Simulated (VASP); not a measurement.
The input files of a VASP run:

### KPOINTS
```
Automatic
0
Monkhorst-Pack
  13 13 10
```

POSCAR:
```
CuAu
1.0
  2.8000000000   0.0000000000   0.0000000000
  0.0000000000   2.8000000000   0.0000000000
  0.0000000000   0.0000000000   3.6700000000
Cu Au
1 1
Cart
  0.0000000000   0.0000000000   0.0000000000
  1.4000000000   1.4000000000   1.8350000000
```

INCAR:
```
SYSTEM = CuAu
NELM = 100   ! most electronic steps
LREAL = .False.
GGA = PE
SIGMA = 0.1   ! width (eV)
ISIF = 2   ! forces and stress, cell fixed
PREC = Accurate
ENCUT = 400
EDIFF = 1E-6   ! SCF stop (eV)
LASPH = .True.   ! aspherical one-centre terms
ALGO = Normal   ! blocked Davidson
LMAXMIX = 6   ! l cut-off of mixed one-centre charges
ISMEAR = 1   ! Methfessel-Paxton
LCHARG = .False.
LWAVE = .False.
```

POTCAR, in this order: Cu Au (PBE.64 set). Program: vasp_std.

Question: Write an equivalent input for Ansatz.

Answer: One equivalent input (not run):
Ansatz 0.2 input:
```yaml
crystal:
  lattice:
    - [2.8000000, 0.0000000, 0.0000000]
    - [0.0000000, 2.8000000, 0.0000000]
    - [0.0000000, 0.0000000, 3.6700000]
  atoms:
    - { symbol: Cu, position: [0.0000000, 0.0000000, 0.0000000] }
    - { symbol: Au, position: [0.5000000, 0.5000000, 0.5000000] }
kpoints:
  mp_grid: { grid: [13, 13, 10], shift: [0.0, 0.0, 0.5] }
hamiltonian:
  xc: pbe
  pseudopotentials: { kind: paw }
scf:
  occupations: { method: methfessel_paxton, width: 0.1 }
  max_iter: 100
output: { forces: true, stress: true, eigenvalues: true }
```
Limits of the translation: each code has its own PAW files, so the cut-off isn't converted (ENCUT is set for VASP's; basis.ecutwfc is left out, and Ansatz then takes the one that its files recommend); Ansatz stops its SCF on the density residual and VASP on the energy change (EDIFF); an even Monkhorst-Pack mesh in KPOINTS is shifted by half a step.

The compound is CuAu in the L1_0 structure. The cell was not relaxed at this level. The run is one of a series of settings (KPOINTS 13×13×10 Monkhorst-Pack mesh against the base run), some of them coarse on purpose.
